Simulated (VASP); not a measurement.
Method: LDA (Ceperley-Alder, Perdew-Zunger) with spin-orbit coupling, VASP's LDA PAW potentials (set 64) (plane waves; VASP).

VASP input:

KPOINTS_OPT:
```
k-points along high-symmetry lines
5
Line-mode
Reciprocal
  0.000000   0.000000   0.000000 ! GAMMA
 -0.000000   0.500000   0.000000 ! M

 -0.000000   0.500000   0.000000 ! M
 -0.333333   0.666667   0.000000 ! K

 -0.333333   0.666667   0.000000 ! K
  0.000000   0.000000   0.000000 ! GAMMA

  0.000000   0.000000   0.000000 ! GAMMA
  0.000000   0.000000   0.500000 ! A

  0.000000   0.000000   0.500000 ! A
 -0.000000   0.500000   0.500000 ! L

 -0.000000   0.500000   0.500000 ! L
 -0.333333   0.666667   0.500000 ! H

 -0.333333   0.666667   0.500000 ! H
  0.000000   0.000000   0.500000 ! A

 -0.000000   0.500000   0.500000 ! L
 -0.000000   0.500000   0.000000 ! M

 -0.333333   0.666667   0.500000 ! H
 -0.333333   0.666667   0.000000 ! K
```

**POSCAR**
```
TiB2
1.0
  1.4979666555  -2.5945543809   0.0000000000
  1.4979666555   2.5945543809   0.0000000000
  0.0000000000   0.0000000000   3.1632563632
Ti B
1 2
Direct
  0.0000000000   0.0000000000   1.0000000000
  0.3333330000   0.6666670000   0.5000000000
  0.6666670000   0.3333330000   0.5000000000
```

### INCAR
```
GGA_COMPAT = F
ISMEAR = 0
ENCUT = 520   # plane-wave cut-off (eV)
SIGMA = 0.05
LREAL = F
PREC = Accurate
EDIFF = 1E-6
LSORBIT = T
SYSTEM = TiB2
NELM = 100   # most electronic steps
ALGO = Normal
LMAXMIX = 4   # l cut-off of mixed one-centre charges
MAGMOM = 9*0
LASPH = T   # aspherical one-centre terms
LWAVE = F
LCHARG = F
```

### KPOINTS
```
Automatic
0
gamma
11 11 9
```

POTCAR, in this order: Ti_sv B (LDA.64 set). Program: vasp_ncl.

The run wrote:

### OUTCAR
```
 ion  position               nearest neighbor table
   1  0.000  0.000  0.000-   2 2.34   3 2.34   2 2.34   3 2.34   3 2.34   3 2.34   2 2.34   2 2.34
                             3 2.34   3 2.34   2 2.34   2 2.34
   2  0.333  0.667  0.500-   3 1.73   3 1.73   3 1.73   1 2.34   1 2.34   1 2.34   1 2.34   1 2.34
                             1 2.34
   3  0.667  0.333  0.500-   2 1.73   2 1.73   2 1.73   1 2.34   1 2.34   1 2.34   1 2.34   1 2.34
                             1 2.34
  LATTYP: Found a hexagonal cell.
 ALAT       =     2.9959333331
 C/A-ratio  =     1.0558500512
 Subroutine PRICEL returns:
 Original cell was already a primitive cell.
 Subroutine GETGRP returns: Found 24 space group operations
The static configuration has the point symmetry D_6h.
The dynamic configuration has the point symmetry D_6h.
The overall configuration has the point symmetry D_6h.
 Subroutine INISYM returns: Found 24 space group operations
 Subroutine IBZKPT returns following result:
 Found     80 irreducible k-points:

 Following reciprocal coordinates:
            Coordinates               Weight
  0.000000  0.000000  0.000000      1.000000
  0.090909  0.000000  0.000000      6.000000
  0.181818 -0.000000  0.000000      6.000000
  0.272727  0.000000  0.000000      6.000000
  0.363636  0.000000  0.000000      6.000000
  0.454545  0.000000  0.000000      6.000000
  0.090909  0.090909  0.000000      6.000000
  0.181818  0.090909  0.000000     12.000000
  0.272727  0.090909  0.000000     12.000000
  0.363636  0.090909  0.000000     12.000000
  0.454545  0.090909  0.000000      6.000000
  0.181818  0.181818  0.000000      6.000000
  0.272727  0.181818  0.000000     12.000000
  0.363636  0.181818  0.000000     12.000000
  0.272727  0.272727  0.000000      6.000000
  0.363636  0.272727  0.000000      6.000000
  0.000000  0.000000  0.111111      2.000000
  0.090909  0.000000  0.111111     12.000000
  0.181818 -0.000000  0.111111     12.000000
  0.272727  0.000000  0.111111     12.000000
  0.363636  0.000000  0.111111     12.000000
  0.454545  0.000000  0.111111     12.000000
  0.090909  0.090909  0.111111     12.000000
  0.181818  0.090909  0.111111     24.000000
  0.272727  0.090909  0.111111     24.000000
  0.363636  0.090909  0.111111     24.000000
  0.454545  0.090909  0.111111     12.000000
  0.181818  0.181818  0.111111     12.000000
  0.272727  0.181818  0.111111     24.000000
  0.363636  0.181818  0.111111     24.000000
  0.272727  0.272727  0.111111     12.000000
  0.363636  0.272727  0.111111     12.000000
  0.000000  0.000000  0.222222      2.000000
  0.090909  0.000000  0.222222     12.000000
  0.181818 -0.000000  0.222222     12.000000
  0.272727  0.000000  0.222222     12.000000
  0.363636  0.000000  0.222222     12.000000
  0.454545  0.000000  0.222222     12.000000
  0.090909  0.090909  0.222222     12.000000
  0.181818  0.090909  0.222222     24.000000
   k-points           NKPTS =     80   k-points in BZ     NKDIM =     80   number of bands    NBANDS=     26
   number of dos      NEDOS =    301   number of ions     NIONS =      3
   total plane-waves  NPLWV =  13824
   dimension x,y,z NGX =    24 NGY =   24 NGZ =   24
   dimension x,y,z NGXF=    48 NGYF=   48 NGZF=   48
   ions per type =               1   2
   PREC   = accura    normal or accurate (medium, high low for compatibility)
   ISTART =      0    job   : 0-new  1-cont  2-samecut
   ICHARG =      2    charge: 1-file 2-atom 10-const
   ISPIN  =      1    spin polarized calculation?
   LNONCOLLINEAR =      T non collinear calculations
   LSORBIT =      T    spin-orbit coupling
   INIWAV =      1    electr: 0-lowe 1-rand  2-diag
...
```

### OSZICAR
```
       N       E                     dE             d eps       ncg     rms          rms(c)
DAV:   1     0.179380540639E+03    0.17938E+03   -0.87145E+03  4168   0.161E+03
DAV:   2    -0.117371544227E+02   -0.19112E+03   -0.18575E+03  4206   0.466E+02
DAV:   3    -0.311247582416E+02   -0.19388E+02   -0.19063E+02  6658   0.134E+02
DAV:   4    -0.321948697830E+02   -0.10701E+01   -0.10661E+01  5766   0.266E+01
DAV:   5    -0.322261800781E+02   -0.31310E-01   -0.31306E-01  6068   0.403E+00    0.173E+01
DAV:   6    -0.268022548604E+02    0.54239E+01   -0.24308E+01  5384   0.613E+01    0.330E+00
DAV:   7    -0.269172146567E+02   -0.11496E+00   -0.26293E+00  5010   0.174E+01    0.359E+00
DAV:   8    -0.269206832665E+02   -0.34686E-02   -0.70605E-02  5624   0.262E+00    0.190E+00
DAV:   9    -0.269265738678E+02   -0.58906E-02   -0.29293E-02  4640   0.236E+00    0.117E-01
DAV:  10    -0.269267037581E+02   -0.12989E-03   -0.23926E-03  6018   0.492E-01    0.958E-02
DAV:  11    -0.269267592363E+02   -0.55478E-04   -0.16543E-04  4882   0.143E-01    0.466E-02
DAV:  12    -0.269267597787E+02   -0.54233E-06   -0.39862E-05  5546   0.620E-02    0.345E-02
DAV:  13    -0.269267553385E+02    0.44402E-05   -0.43060E-06  5074   0.209E-02    0.115E-02
DAV:  14    -0.269267545416E+02    0.79695E-06   -0.20003E-06  4538   0.213E-02
   1 F= -.26926755E+02 E0= -.26926376E+02  d E =-.757476E-03  mag=    -0.0000    -0.0000     0.0000
       N       E                     dE             ncg
```

OUTCAR:
```
------------------------ aborting loop because EDIFF is reached ----------------------------------------
  FORCE on cell =-STRESS in cart. coord.  units (eV):
  Direction    XX          YY          ZZ          XY          YZ          ZX
  --------------------------------------------------------------------------------------
  Total       -0.0279576     -0.0279576     -0.0287473      0.0000000      0.0000000      0.0000000
  in kB       -1.8217171     -1.8217171     -1.8731748      0.0000000      0.0000000      0.0000000
  external PRESSURE =      -1.8388697 kB  Pullay stress =       0.0000000 kB
  volume of cell :       24.59
      direct lattice vectors                 reciprocal lattice vectors
     1.497966655 -2.594554381  0.000000000     0.333785801 -0.192711320  0.000000000
     1.497966655  2.594554381  0.000000000     0.333785801  0.192711320  0.000000000
     0.000000000  0.000000000  3.163256363     0.000000000  0.000000000  0.316129926
 POSITION                                       TOTAL-FORCE (eV/Angst)
 -----------------------------------------------------------------------------------
      0.00000      0.00000      0.00000         0.000000     -0.000000     -0.000000
      1.49797      0.86485      1.58163        -0.000000     -0.000000     -0.000000
      1.49797     -0.86485      1.58163         0.000000      0.000000      0.000000
 -----------------------------------------------------------------------------------
    total drift:                               -0.000000     -0.000000      0.000000
  FREE ENERGIE OF THE ION-ELECTRON SYSTEM (eV)
  ---------------------------------------------------
  free  energy   TOTEN  =       -26.9267545416 eV

  energy  without entropy=      -26.9259970659  energy(sigma->0) =      -26.92637580

 Ion:    1  E_soc:     -0.0110921

 Ion:    2  E_soc:     -0.0000089

 Ion:    3  E_soc:     -0.0000089
```
(Selected blocks of OUTCAR.)

The compound is TiB2 in the AlB2 type structure. It was relaxed first.
